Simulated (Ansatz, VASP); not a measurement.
# Cross-check of AlNi between VASP and Ansatz

Wanted: the spread between two codes on one cell, functional and k mesh. The cell is taken from a series of runs on this material, whose earlier steps may have relaxed, scaled, displaced or heated it; both programs get it as it stands.

Method: plane waves, with VASP 6.6.1 beside it; zone-centre phonons at LDA, in Ansatz 0.2.0.

**1. The structure**

It takes space group P4/mmm (No. 123, tetragonal). Conventional cell: a = 2.821 Å, b = 2.821 Å, c = 2.860 Å, α = 90.00°, β = 90.00°, γ = 90.00°. Nearest to Al lie 8 Ni at 2.45 Å. Nearest to Ni lie 8 Al at 2.45 Å. Farther neighbours are not listed.

As a file:

```cif
data_structure
_symmetry_space_group_name_H-M 'P4/mmm'
_symmetry_Int_Tables_number 123
_cell_length_a 2.8214
_cell_length_b 2.8214
_cell_length_c 2.8602
_cell_angle_alpha 90.000
_cell_angle_beta 90.000
_cell_angle_gamma 90.000
_cell_volume 22.77
loop_
_atom_site_label
_atom_site_type_symbol
_atom_site_symmetry_multiplicity
_atom_site_Wyckoff_symbol
_atom_site_fract_x
_atom_site_fract_y
_atom_site_fract_z
_atom_site_occupancy
Al1 Al 1 a 0.00000 0.00000 0.00000 1
Ni1 Ni 1 d 0.50000 0.50000 0.50000 1
```

**2. Ansatz: zone-centre phonons, LDA**

Ansatz runs on its PAW soft_1 files.

Second derivatives magnify differences that forces hide, and they need a tight electronic threshold.

Contents of input.yaml:

```yaml
crystal:
  lattice:
    - [2.8213604556, 0.0, 0.0]
    - [0.0, 2.8213604556, 0.0]
    - [0.0, 0.0, 2.860235783]
  atoms:
    - { symbol: Al, position: [0.0, 0.0, 0.0] }
    - { symbol: Ni, position: [0.5, 0.5, 0.5] }
kpoints:
  mp_grid: { grid: [16, 16, 16] }
hamiltonian:
  xc: lda
  pseudopotentials: { kind: paw, azcp: { folder: soft_1 }, xc_functional: pbe }
scf:
  occupations: { method: methfessel_paxton, width: 0.2 }
output:
  eigenvalues: true
phonons:
  method: dfpt
```

On the command line:

```sh
$ ansatz run input.yaml --threads 4 --pin off --max-ram 10240MiB --backend cpu --events-out ev --progress --plain --runs-dir out
```

Numbers of over 12 decimals in the logs are rounded to 6 here.

The program printed:

```text
zone centre: on kpoints.mp_grid the ground state, and the responses unless they are solved on pairs of k-points, stand on 729 of the mesh's 4096 k-points, reduced under 8 symmetry operations, with k and −k counted as one. Each operation leaves every solved displacement unchanged or reverses it
Engine: ansatz 0.2.0, x86_64-unknown-linux-gnu
Pseudopotentials: kind: paw
Pseudopotential: Al, paw, valence charge 3, recommended cutoff 420 eV (normal), soft_1/Al.paw.azcp
Pseudopotential: Ni, paw, valence charge 18, recommended cutoff 420 eV (normal), soft_1/Ni.paw.azcp
Functional definition: SPW92
  exchange = slater_x
  correlation = pw_c
Crystal: 2 atoms, lattice volume = 22.768 Å³
Basis set: ecut = 420 eV, 461 PW (Γ), exchange–correlation on 40×40×40 points (8 copies of the dense FFT grid, shifted against one another)
Bands: 15, of which v1, the nominal top of the filled ones, is band 11 counted from 1 (10 counted from 0)
Symmetry: 16 space group operations
k-points: 729 of 4096 (irreducible under 8 space group operations)
Non-local potential: Al, projectors of the file, l = 0: 2, l = 1: 2, l = 2: 1
Non-local potential: Ni, projectors of the file, l = 0: 3, l = 1: 2, l = 2: 3, l = 3: 1
PAW form: soft (Blöchl's): semilocal exchange-correlation on the pseudo side does not see the compensation charge
PAW frozen core: Al, regenerated for the run's functional, and the local potential with it (the file was generated under x = pbe(κ = 0.804, μ = 0.219515), c = pbe(β = 0.066725))
PAW frozen core: Ni, regenerated for the run's functional, and the local potential with it (the file was generated under x = pbe(κ = 0.804, μ = 0.219515), c = pbe(β = 0.066725))
PAW one-centre angular grid: Al, 110 points (default); XC on 64 Gauss nodes
PAW one-centre angular grid: Ni, 590 points (default); XC on 64 Gauss nodes
Initial density: superposition of atomic densities (chi_scale 0.1, normalization cell, long waves kept (reshape's long-wave potential 0.00 eV rms))
Initial wavefunctions: pseudopotential atomic-orbital guess
Functional: x = slater, c = lda
SCF iter   1: F=—  HF=-6288.059405 eV  |F-HF|=—  |Δ(HF+E_count)|=         —  Δρ=7.36e-2  dr2=1.32e0  ethr=3.10e-3  ⟨swp⟩=4.0  Hψ=48518  notcnv=0
preconditioner: auto → none  [metal: Δε(μ)=0.000 eV  Ē_g=10.492 eV  σ=0.200 eV  W_gap=0.00  n_scr=6 (ndim 8)  ℏωp=28.1 eV  f_vac=0.000  D(μ)=0.57/eV (n_scr^D=0)  sad-step TF]
SCF iter   2: F=—  HF=-6287.884958 eV  |F-HF|=—  |Δ(HF+E_count)|=   1.74e-1  S|Δr|=    0.00e0  Δρ=5.75e-2  dr2=8.35e-1  ethr=3.10e-3  ⟨swp⟩=2.0  Hψ=19511  notcnv=0  defer=166
SCF iter   3: F=—  HF=-6287.686515 eV  |F-HF|=—  |Δ(HF+E_count)|=   1.98e-1  S|Δr|=    0.00e0  Δρ=1.72e-2  dr2=6.80e-2  ethr=3.10e-3  ⟨swp⟩=2.0  Hψ=13928  notcnv=0  defer=166
SCF iter   4: F=—  HF=-6287.673669 eV  |F-HF|=—  |Δ(HF+E_count)|=   1.28e-2  S|Δr|=    0.00e0  Δρ=4.63e-3  dr2=2.71e-3  ethr=3.24e-4  ⟨swp⟩=1.7  Hψ=17553  notcnv=0  defer=150
SCF iter   5: F=—  HF=-6287.673646 eV  |F-HF|=—  |Δ(HF+E_count)|=   2.38e-5  S|Δr|=    0.00e0  Δρ=1.59e-3  dr2=2.68e-4  ethr=1.29e-5  ⟨swp⟩=2.1  Hψ=14535  notcnv=0  defer=150
SCF iter   6: F=—  HF=-6287.673564 eV  |F-HF|=—  |Δ(HF+E_count)|=   8.15e-5  S|Δr|=    0.00e0  Δρ=4.20e-4  dr2=1.96e-5  ethr=1.27e-6  ⟨swp⟩=2.4  Hψ=15957  notcnv=0  defer=150
SCF iter   7: F=—  HF=-6287.673555 eV  |F-HF|=—  |Δ(HF+E_count)|=   8.86e-6  S|Δr|=    0.00e0  Δρ=5.54e-5  dr2=3.57e-7  ethr=9.33e-8  ⟨swp⟩=2.2  Hψ=15117  notcnv=0  defer=150
SCF iter   8: F=—  HF=-6287.673577 eV  |F-HF|=—  |Δ(HF+E_count)|=   2.20e-5  S|Δr|=    0.00e0  Δρ=3.88e-6  dr2=1.97e-9  ethr=1.70e-9  ⟨swp⟩=2.2  Hψ=15339  notcnv=0  defer=150
SCF iter   9: F=-6287.673577 eV  HF=-6287.673577 eV  |F-HF|=5.46e-12  |Δ(HF+E_count)|=  3.42e-10  S|Δr|=    0.00e0  Δρ=2.18e-7  dr2=6.30e-12  ethr=1.00e-12  ⟨swp⟩=5.1  Hψ=55614  notcnv=0
SCF 1 converged in 9 iterations: F = -6287.673577 eV  dr2 = 6.30e-12
  greatest PAW one-centre occupation: 1.001 electrons in one spin orbital (limit 2), on the Ni atom at site 1 (counted from 0), in its partial waves of l = 1
DFPT response loops at Γ: preconditioner auto → Kerker (q_TF=auto, 2.692 Å⁻¹) (partly filled bands, converged f_vac=0.000); β = 1.00, the filter's whole step (`scf.mixing.beta` (0.50) is not read by the response loops under this deck's `scf.mixing.preconditioner`; to damp them name `kerker` or `kerker_dos`, under which they read `scf.mixing.beta`, and type it under 1.00, their step now; both keys bind the ground state too); Broyden in place of MSR1
SCF converged after 9 iterations
Stability not checked: this state was not tested for a lower state beside it, because cold or Methfessel-Paxton smearing, or corrected tetrahedra, fill the levels in a way that the test cannot read (fill_not_monotonic; see scf.lower_state_search)
Free energy (F): -6287.673577 eV
Harris-Foulkes:  -6287.673577 eV  (|F-HF|=5.46e-12)
Internal energy: -6287.674407 eV  (E = F + TS)
E sigma→0 (E₀):  -6287.673785 eV
Entropy (-TS):   0.000830 eV (0.415 meV/atom)
Fermi energy:    14.383657 eV
--- Per-component energies (eV) ---
  E_band       = -326.934936
  E_kinetic    = 370.844347
  E_local      = -3683.625313  (includes V_loc(G=0)·N_el)
  E_nonlocal   = -101.810787
  E_hartree    = 1936.441078
  E_xc         = -152.383210
  E_vxc        = -178.630100  (∫ρ·V_xc dr)
  E_paw        = -2037.615061  (= ΣΔE_a)
  E_vpaw       = -606.595853  (= ΣTr[D̂ρ^β])
  E_aug_tail   = 0.000823  (compensation charges beyond the density's cutoff)
  E_ewald      = -2620.016122
  E_core_change = 0.489838  (= ΣΔE_core)
  E_smearing   = 0.000830  (= −TS)
  E_closure    = -0.000000  (closes the sum)
  Σ components = -6287.673577   (vs F -6287.673577, Δ=0.00e0)
--- Band table (eV; the first three rows and the last of 729) ---
  k-point 0: bands = [... 7 lower, 12.7172, 12.7172, 12.7609, 19.7107, 20.2126, 20.2126, 22.6616, 22.7767]
  k-point 1: bands = [... 7 lower, 12.6854, 12.6854, 12.7643, 18.9603, 20.3085, 20.3085, 22.7760, 23.3702]
  k-point 2: bands = [... 7 lower, 12.5972, 12.5972, 12.7741, 17.6052, 20.5892, 20.5892, 22.7738, 24.5674]
  k-point 728: bands = [... 7 lower, 13.3147, 13.3546, 16.3129, 16.3441, 16.3441, 18.4147, 19.0561, 19.0561]
--- Phonons (Γ-DFPT): 4 representative perturbations + reference, on 729 of 4096 k-points (Σ response iterations 12) ---
  k mesh reduced under 8 symmetry operations, with k and −k counted as one. Each operation leaves every solved displacement unchanged or reverses it
  ASR residual: 1.651e-4 → 0.000e0 eV/Å²; symmetrization residual: 1.119e-6 eV/Å²
  ASR residual per site (eV/Å²): 1.32e-5 1.65e-4
  Γ frequencies (cm⁻¹): 0.00 0.00 0.00 305.29 305.29 306.36
  non-analytic LO–TO correction: not included (Born effective charges unavailable; polar crystals: no LO–TO splitting at Γ)
```

(Continued in part 2 of 2.)

[Lines on the potential files, build, host, timing and source positions are cut from VASP's logs without a mark.]

[Logs are printed without paths, hosts, clocks, repeated set-up lines and the standing remarks that a program may print on its own settings, such as how far it seeks lower states.]

[Hosts, paths, dates, database ids (printed as entryN), source tags and the programs' standing remarks are cut or masked in the printed files.]
